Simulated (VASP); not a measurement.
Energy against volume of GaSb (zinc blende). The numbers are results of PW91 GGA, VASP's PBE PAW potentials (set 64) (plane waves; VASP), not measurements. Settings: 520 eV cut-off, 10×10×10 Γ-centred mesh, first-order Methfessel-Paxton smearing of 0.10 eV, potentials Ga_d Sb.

```csv
V (Å³/atom),E (eV/atom)
28.232,-3.69662
29.133,-3.70937
30.034,-3.71310
30.935,-3.70924
```

Q: Fit these four points and predict the energy of the run at 31.836 Å³/atom.

A: A cubic in V^(−2/3), the third-order Birch-Murnaghan form, passes through the four points with V0 = 30.00 Å³/atom and B0 = 45 GPa, and gives -3.6990 eV/atom there. The run gave -3.6990 eV/atom, +0.0 meV/atom from the fit; all five points give B0 = 45 GPa.

The compound is GaSb in the zinc blende structure. It was relaxed first, which changed the volume by +6 %.
